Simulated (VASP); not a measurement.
```xyz
6
Lattice="4.8582 0.0000 0.0000 0.0000 4.8582 0.0000 0.0000 0.0000 3.2935" Properties=species:S:1:pos:R:3 pbc="T T T"
Mn     0.0000     0.0000     3.2935
Mn     2.4291     2.4291     1.6468
F      1.4776     1.4776     3.2935
F      3.9067     0.9515     1.6468
F      0.9515     3.9067     1.6468
F      3.3806     3.3806     0.0000
```
Starting moments (μB, in the order of the record's atoms Mn Mn F F F F): 4.6 -4.6 0.0 0.0 0.0 0.0.

Computed with MS2 meta-GGA, VASP's PBE PAW potentials (set 64) (plane waves; VASP). Numerical set-up: 520 eV cut-off, 5×5×8 Γ-centred mesh, tetrahedra with Blöchl corrections, potentials Mn_pv F.

Question: What does the run give for the cell moment, energy per atom (σ→0), band gap (over mesh and band path) with the smallest direct gap where there is one?

Answer: 
| Item | Result |
|---|---|
| band gap (over mesh and band path) | 2.48 eV |
| smallest direct gap (over mesh and band path) | 2.53 eV |
| cell moment | 0.00 μB |
| energy per atom (σ→0) | -929.8 kJ/mol-atom |

Question: Give the moment on each site (PAW-sphere projection).

Answer: 
```tsv
site	moment (μB)
Mn1	4.60
Mn2	-4.60
F3	-0.02
F4	0.02
F5	0.02
F6	-0.02
```

Only differences to runs with the same potentials and settings are physical.

The compound is MnF2 in the rutile structure. It was relaxed first.
